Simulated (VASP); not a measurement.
Data:

```xyz
6
Lattice="4.5760 0.0000 0.0000 0.0000 4.5760 0.0000 0.0000 0.0000 3.2023" Properties=species:S:1:pos:R:3 pbc="T T T"
Ir     0.0000     4.5760     0.0000
Ir     2.2880     2.2880     1.6012
O      1.4104     1.4104     0.0000
O      3.6984     0.8776     1.6012
O      0.8776     3.6984     1.6012
O      3.1656     3.1656     0.0000
```

The numbers are results of RPBE GGA, VASP's PBE PAW potentials (set 64) (plane waves; VASP), not measurements. Run with 520 eV cut-off, Gaussian smearing of 0.050 eV, potentials Ir O.

Unless said otherwise, spin-orbit coupling is left out, though it shifts the bands of the heavy elements here.

Problem. What does the run give for the band gap (along the path) with the smallest direct gap where there is one?

Solution. 
- band gap (along the path): none (metal, semimetal or under 0.01 eV)

The absolute energy has meaning only against runs of the same code, potentials and settings.

The compound is IrO2 in the rutile structure. It was relaxed first, which changed the volume by +5 %.
